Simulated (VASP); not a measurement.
Computed with r2SCAN meta-GGA, VASP's PBE PAW potentials (set 64) (plane waves; VASP 6.6.1).

The input files of a VASP run:

### KPOINTS
```
Automatic mesh
0
Gamma
10 10 10
0 0 0
```

File POSCAR:
```
Sb
1
    3.7996796642    -2.1342623457    -0.0396047878
    3.7996796642     2.1342623457    -0.0396047878
    2.6374503080     0.0000000000     3.4695912450
Sb
2
Direct
  0.2369749927   0.2369749927   0.2369749928
  0.7630250073   0.7630250073   0.7630250072
```

INCAR:
```
ENCUT = 500
EDIFF = 1E-6   # SCF stop (eV)
NELM = 100
LREAL = .False.   # projection in real space or not
LASPH = .True.
LCHARG = .False.
SIGMA = 0.1   # width (eV)
ISMEAR = 1
PSTRESS = 50
LMIXTAU = .True.
LMAXMIX = 4   # l cut-off of mixed one-centre charges
IBRION = 2   # conjugate gradients
ALGO = Normal
LWAVE = .False.
PREC = Accurate
NSW = 40   # most ionic steps
SYSTEM = Sb
ISIF = 3   # ions, shape and volume
METAGGA = R2SCAN
EDIFFG = -0.02   # ionic stop
```

POTCAR, in this order: Sb (PBE.64 set). Program: vasp_std.

What VASP printed:

File OSZICAR:
```
       N       E                     dE             d eps       ncg     rms          rms(c)
DAV:   1    -0.419866957344E+01   -0.41987E+01   -0.38457E+03  2088   0.889E+02
DAV:   2    -0.507967411969E+02   -0.46598E+02   -0.45488E+02  2876   0.131E+02
DAV:   3    -0.524464565090E+02   -0.16497E+01   -0.16079E+01  2534   0.292E+01
DAV:   4    -0.524631302182E+02   -0.16674E-01   -0.16657E-01  2616   0.306E+00
DAV:   5    -0.524632274880E+02   -0.97270E-04   -0.97268E-04  2447   0.258E-01    0.280E+00
DAV:   6    -0.512561248439E+02    0.12071E+01   -0.23649E-01  2117   0.400E+00    0.206E+00
DAV:   7    -0.513823079882E+02   -0.12618E+00   -0.10676E-01  2093   0.398E+00    0.969E-01
DAV:   8    -0.512980897739E+02    0.84218E-01   -0.10020E-01  2089   0.325E+00    0.230E-01
DAV:   9    -0.513044602970E+02   -0.63705E-02   -0.11053E-03  2486   0.348E-01    0.177E-01
DAV:  10    -0.513051460984E+02   -0.68580E-03   -0.71759E-05  2346   0.703E-02    0.156E-01
DAV:  11    -0.513118694404E+02   -0.67233E-02   -0.49002E-03  2148   0.734E-01    0.296E-02
DAV:  12    -0.513120887068E+02   -0.21927E-03   -0.21814E-04  2159   0.163E-01    0.259E-02
DAV:  13    -0.513121020492E+02   -0.13342E-04   -0.41807E-06  2427   0.211E-02    0.218E-02
DAV:  14    -0.513121142934E+02   -0.12244E-04   -0.24548E-05  2099   0.511E-02    0.564E-03
DAV:  15    -0.513121249592E+02   -0.10666E-04   -0.42422E-06  2097   0.221E-02    0.455E-03
DAV:  16    -0.513121250556E+02   -0.96426E-07   -0.86815E-08  1057   0.313E-03
   1 F= -.49542057E+02 E0= -.49541936E+02  d E =-.495421E+02
       N       E                     dE             d eps       ncg     rms          rms(c)
DAV:   1    -0.513115059485E+02    0.61901E-03   -0.35584E-03  2381   0.407E-01    0.200E-02
DAV:   2    -0.513115166935E+02   -0.10745E-04   -0.11486E-04  2270   0.937E-02    0.102E-02
DAV:   3    -0.513115164096E+02    0.28390E-06   -0.93354E-06  2596   0.232E-02
   2 F= -.49542237E+02 E0= -.49542118E+02  d E =-.180417E-03
       N       E                     dE             d eps       ncg     rms          rms(c)
DAV:   1    -0.513107662955E+02    0.75040E-03   -0.35948E-03  2389   0.409E-01    0.208E-02
DAV:   2    -0.513107805535E+02   -0.14258E-04   -0.12243E-04  2251   0.972E-02    0.105E-02
DAV:   3    -0.513107806474E+02   -0.93935E-07   -0.84064E-06  2595   0.230E-02
   3 F= -.49542296E+02 E0= -.49542183E+02  d E =-.238755E-03
```

### OUTCAR
```
------------------------ aborting loop because EDIFF is reached ----------------------------------------
  FORCE on cell =-STRESS in cart. coord.  units (eV):
  Direction    XX          YY          ZZ          XY          YZ          ZX
  --------------------------------------------------------------------------------------
  Total        1.7362519      1.7542548      1.7522807      0.0000000      0.0000000     -0.0059632
  in kB       49.0886791     49.5976717     49.5418586      0.0000000      0.0000000     -0.1685950
  external PRESSURE =      -0.5905968 kB  Pullay stress =      50.0000000 kB
  volume of cell :       56.67
      direct lattice vectors                 reciprocal lattice vectors
     3.804145852 -2.131771899 -0.036611047     0.130478585 -0.234546670 -0.099435328
     3.804145852  2.131771899 -0.036611047     0.130478585  0.234546670 -0.099435328
     2.643272588 -0.000000000  3.468490271     0.002754488  0.000000000  0.286210731
 POSITION                                       TOTAL-FORCE (eV/Angst)
 -----------------------------------------------------------------------------------
      2.43350     -0.00000      0.80596         0.002362     -0.000000      0.000782
      7.81806     -0.00000      2.58930        -0.002362      0.000000     -0.000782
 -----------------------------------------------------------------------------------
    total drift:                               -0.000000     -0.000000      0.000000
  FREE ENERGIE OF THE ION-ELECTRON SYSTEM (eV)
  ---------------------------------------------------
  free  energy   TOTEN  =       -51.3107806474 eV

  energy  without entropy=      -51.3104436619  energy(sigma->0) =      -51.31066832
  enthalpy is  TOTEN    =       -49.5422955810 eV   P V=        1.7684850664

 reached required accuracy - stopping structural energy minimisation
```
(Selected blocks of OUTCAR.)

File CONTCAR:
```
Sb
   1.00000000000000
     3.8041458517058060   -2.1317718994509618   -0.0366110470170207
     3.8041458517058060    2.1317718994509618   -0.0366110470170208
     2.6432725884374442   -0.0000000000000000    3.4684902708957530
  Sb
     2
Direct
     0.2373788313091012    0.2373788313091012    0.2373788314154361
     0.7626211686908988    0.7626211686908988    0.7626211685845640
```

**OUTCAR**
```
 val. band max:        8.0037915701   @ k =  -0.4000   0.5000   0.4000

 cond. band min:       8.0208827963   @ k =   0.4000   0.3000   0.3000


 Fermi energy:         8.0108954167

 k-point     1 :       0.0000    0.0000    0.0000
  band No.  band energies     occupation
      1      -5.7335      2.00000
      2       3.6797      2.00000
      3       5.7470      2.00000
      4       5.8750      2.00000
      5       5.8750      2.00000
      6      10.6337      0.00000
      7      11.1122      0.00000
      8      11.1122      0.00000
      9      13.1813      0.00000

 k-point     2 :       0.1000   -0.0000    0.0000
  band No.  band energies     occupation
      1      -5.6108      2.00000
      2       2.9067      2.00000
      3       5.7765      2.00000
      4       5.8704      2.00000
      5       6.3532      2.00000
      6      10.4417      0.00000
      7      10.7208      0.00000
      8      10.8079      0.00000
      9      12.8683      0.00000

 k-point     3 :       0.2000   -0.0000    0.0000
  band No.  band energies     occupation
      1      -5.2442      2.00000
      2       1.4878      2.00000
      3       5.8305      2.00000
      4       5.8757      2.00000
      5       6.9762      2.00000
      6       9.7805     -0.00000
      7       9.8610     -0.00000
      8      10.1117      0.00000
      9      12.9863      0.00000

 k-point     4 :       0.3000   -0.0000   -0.0000
  band No.  band energies     occupation
      1      -4.6394      2.00000
      2      -0.0077      2.00000
      3       5.9237      2.00000
      4       5.9571      2.00000
      5       7.3412      2.00000
      6       8.9253     -0.00000
      7       8.9970     -0.00000
      8       9.3663     -0.00000
      9      13.8845      0.00000

 k-point     5 :       0.4000   -0.0000    0.0000
  band No.  band energies     occupation
      1      -3.8128      2.00000
      2      -1.4087      2.00000
      3       6.0126      2.00000
...
```

Unless said otherwise, spin-orbit coupling is left out, though it shifts the bands of the heavy elements here.

The compound is Sb in the a7 structure. This run relaxes it under an external pressure of 5 GPa. Symmetry was kept, so distortions that lower it aren't found.
